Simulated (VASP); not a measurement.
The cell holds one SrO (rock salt) (110) slab, with vacuum along c, ions free to move until forces fall under 0.03 eV/Å, no reconstruction beyond this cell, dipole correction on. Ionisation potential and electron affinity count from the cell's own band edges, surface states included.

Consider the following.

```yaml
crystal:
  lattice:
    - [3.63032, 0.00000, 0.00000]
    - [0.00000, 5.13404, 0.00000]
    - [0.00000, 0.00000, 25.81549]
  atoms:
    - { symbol: Sr, position: [0.00000, 0.00000, 0.32707] }
    - { symbol: Sr, position: [0.50000, 0.50000, 0.39199] }
    - { symbol: Sr, position: [0.00000, 0.00000, 0.46547] }
    - { symbol: Sr, position: [0.50000, 0.50000, 0.53453] }
    - { symbol: Sr, position: [0.00000, 0.00000, 0.60801] }
    - { symbol: Sr, position: [0.50000, 0.50000, 0.67293] }
    - { symbol: O, position: [0.50000, 0.00000, 0.38803] }
    - { symbol: O, position: [0.00000, 0.50000, 0.33199] }
    - { symbol: O, position: [0.50000, 0.00000, 0.53110] }
    - { symbol: O, position: [0.00000, 0.50000, 0.46890] }
    - { symbol: O, position: [0.50000, 0.00000, 0.66801] }
    - { symbol: O, position: [0.00000, 0.50000, 0.61197] }
```

Method: PBEsol GGA, VASP's PBE PAW potentials (set 64) (plane waves; VASP). Settings: 450 eV cut-off, 6×4×1 Γ-centred mesh, Gaussian smearing of 0.050 eV, potentials Sr_sv O.

```json
{
 "surface_energy": "1.23 J/m²",
 "ionisation_potential": "3.22 eV",
 "electron_affinity": "1.26 eV",
 "band gap (on the k-mesh)": "1.95 eV"
}
```

The cell is a thin slab with vacuum, built from SrO (rock salt): (110) face.
